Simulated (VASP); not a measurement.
Method: RPBE GGA, VASP's PBE PAW potentials (set 64) (plane waves; VASP 6.6.1). For the first row: Settings: 520 eV cut-off, 6×6×6 Γ-centred mesh, first-order Methfessel-Paxton smearing of 0.10 eV, potentials Ag O.

| system | energy (eV/atom) |
|---|---|
| Ag$_{2}$O (cuprite) | -3.1644 |
| Ag atom | -0.1923 |
| O atom | -1.9855 |

Atoms are spin-polarised in a large box without symmetry, with the spin fixed by Hund's rule, and may not be in the lowest state of each functional; no zero-point energy is added.

Question: What is the cohesive energy per atom of Ag$_{2}$O?

Answer: The references average (4×(-0.1923) + 2×(-1.9855))/6 = -0.7900 eV, so the cohesive energy is -0.7900 − (-3.1644) = 2.374 eV/atom. Measured: 2.950 eV/atom at 0 K (as given by CRC Handbook of Chemistry and Physics, Standard Thermodynamic Properties of Chemical Substances; atomisation enthalpy at 298 K (2.937) less the gas atoms' H298-H0 (0.066), plus the solid's thermal (0.057) and zero-point (0.022) energy from a Debye model with theta = 227 K fitted to S(298) = 121.3 J/(mol K); atoms in their measured spin-orbit ground levels; the uncertainty is an estimate of this correction alone).
